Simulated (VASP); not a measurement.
Input:

```
CsI
1.0
    4.61190     0.00000     0.00000
    0.00000     4.61190     0.00000
    0.00000     0.00000     4.61190
Cs I
1 1
Direct
  0.00000   0.00000   0.00000
  0.50000   0.50000   0.50000
```

Calculation: r2SCAN meta-GGA, VASP's PBE PAW potentials (set 64) (plane waves; VASP). Numerical set-up: 480 eV cut-off, 6×6×6 Γ-centred mesh, Gaussian smearing of 0.050 eV, potentials Cs_sv I.

Unless said otherwise, spin-orbit coupling is left out, though it shifts the bands of the heavy elements here.

Each row applies one change to this cell, which was relaxed at other settings and keeps the small stress of the first row; at a fixed cut-off the stress holds a Pulay part, so it need not integrate to ΔE exactly. Stress is in GPa, positive when the cell is compressed; gaps are those on the k-mesh, and 0.00 means metallic.

```
change                                    ΔE (meV/atom)   σxx   σyy   σzz  largest shear component, with its sign (GPa)  largest force (eV/Å)  gap (eV)
----------------------------------------  -------------  ----  ----  ----  --------------------------------------------  --------------------  --------
none                                                0.0  0.02  0.02  0.02                                          0.00                 0.000      4.49
uniaxial strain of +3.0 % along z                     …     …     …     …                                             …                     …         …
atom 2 (I) moved by 0.025 Å along z                 0.1  0.02  0.02  0.02                                          0.00                 0.020      4.49
shear strain γ_xy = -3.0 %                          0.9  0.04  0.04  0.04                                          0.20                 0.000      4.49
shear strain γ_xz = +1.5 %                          0.2  0.02  0.03  0.02                                         -0.10                 0.000      4.49
biaxial strain of -3.0 % in the yz plane              …     …     …     …                                             …                     …         …
shear strain γ_xz = +0.5 %                          0.0  0.02  0.02  0.02                                         -0.03                 0.000      4.49
atom 2 (I) moved by 0.150 Å along z                 4.4  0.11  0.11  0.07                                          0.00                 0.119      4.49
shear strain γ_yz = +2.0 %                          0.4  0.03  0.03  0.03                                         -0.13                 0.000      4.49
```

**Question.** Complete the blanks.

**Answer.** 
- uniaxial strain of +3.0 % along z, ΔE (meV/atom): 2.8
- uniaxial strain of +3.0 % along z, σxx: -0.15
- uniaxial strain of +3.0 % along z, σyy: -0.15
- uniaxial strain of +3.0 % along z, σzz: -0.66
- uniaxial strain of +3.0 % along z, largest shear component, with its sign (GPa): 0.00
- uniaxial strain of +3.0 % along z, largest force (eV/Å): 0.000
- uniaxial strain of +3.0 % along z, gap (eV): 4.32
- biaxial strain of -3.0 % in the yz plane, ΔE (meV/atom): 9.8
- biaxial strain of -3.0 % in the yz plane, σxx: 0.51
- biaxial strain of -3.0 % in the yz plane, σyy: 1.08
- biaxial strain of -3.0 % in the yz plane, σzz: 1.08
- biaxial strain of -3.0 % in the yz plane, largest shear component, with its sign (GPa): 0.00
- biaxial strain of -3.0 % in the yz plane, largest force (eV/Å): 0.000
- biaxial strain of -3.0 % in the yz plane, gap (eV): 4.43

Failed runs are left out, and for metals the shear rows, which the mesh's noise covers.

The compound is CsI in the CsCl type structure.
